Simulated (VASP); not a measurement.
Data:

```yaml
crystal:
  lattice:
    - [0.00000, 2.10069, 2.10069]
    - [2.10069, 0.00000, 2.10069]
    - [2.10069, 2.10069, 0.00000]
  atoms:
    - { symbol: Si, position: [0.00000, 0.00000, 0.00000] }
    - { symbol: C, position: [0.25000, 0.25000, 0.25000] }
```

These are PBEsol GGA, VASP's PBE PAW potentials (set 64) (plane waves; VASP 6.6.1) values and carry that method's errors. Settings: 600 eV cut-off, 10×10×10 Γ-centred mesh, Gaussian smearing of 0.050 eV, potentials Si C.

Q: Estimate the energy per atom (σ→0), pressure, band gap (on the k-mesh) with the smallest direct gap where there is one.

A: 
```yaml
band gap (on the k-mesh): 1.13 eV
smallest direct gap (on the k-mesh): 4.55 eV
energy per atom (σ→0): -7.864 eV/atom
pressure: 30.07 GPa
```

The absolute energy has meaning only against runs of the same code, potentials and settings.

The compound is SiC in the zinc blende structure. It was relaxed first under an external pressure of 30 GPa.
